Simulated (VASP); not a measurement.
GaP:

```
Ga P
1.0
     0.00000    2.72000    2.72000
     2.72000    0.00000    2.72000
     2.72000    2.72000    0.00000
Ga P
1 1
Direct
  0.00000 0.00000 0.00000
  0.25000 0.25000 0.25000
```

The cell was built by a generator and needn't be a form met in nature.

- Program: VASP 6.6.1
- Task: relaxation of cell and atoms
- Functional: LDA
- Potentials or basis: VASP PAW LDA potentials, release 64 (Ga_d, P)
- Cutoff: 600 eV
- k mesh: 10 × 10 × 10
- Occupations: gaussian, width 0.02 eV
- Spin: no spin polarisation

At the start: pressure -2.2 GPa; volume 20.12 Å³/atom.

Problem. How do energy, volume and symmetry change on relaxing?

Solution. Over 3 steps the energy falls by 3.6 meV/atom and the volume is 19.61 Å³/atom (-2.6 %); space group F-43m (No. 216, to 0.05 Å).

The path:
```tsv
step	energy change (eV)	largest force (eV/Å)	pressure (GPa)	volume (Å³)
1	0.0000	0.0000	-2.19	40.25
2	-0.0050	0.0000	1.32	38.66
3	-0.0072	0.0000	0.00	39.22
```

Final structure:
```
Ga P
1.0
     0.00000    2.69660    2.69660
     2.69660    0.00000    2.69660
     2.69660    2.69660    0.00000
Ga P
1 1
Direct
  0.00000 0.00000 0.00000
  0.25000 0.25000 0.25000
```
